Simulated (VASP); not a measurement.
Given:

```
CELL_PARAMETERS angstrom
      0.00000     2.72739     2.72739
      2.72739     0.00000     2.72739
      2.72739     2.72739     0.00000
ATOMIC_POSITIONS crystal
  Mg 0.00000 0.00000 0.00000
  Se 0.50000 0.50000 0.50000
```

All values below come from SCAN meta-GGA, VASP's PBE PAW potentials (set 64) (plane waves; VASP 6.6.1). Numerical set-up: 520 eV cut-off, 8×8×8 Γ-centred mesh, Gaussian smearing of 0.050 eV, potentials Mg Se.

### Question
Estimate the energy per atom (σ→0), band gap (on the k-mesh) with the smallest direct gap where there is one.

### Answer

```yaml
band gap (on the k-mesh): 2.42 eV
smallest direct gap (on the k-mesh): 3.43 eV
energy per atom (σ→0): -13.956 eV/atom
```

Total energies compare only between runs with the same potentials, cut-off and functional.

The compound is MgSe in the rock salt structure. It was relaxed first.
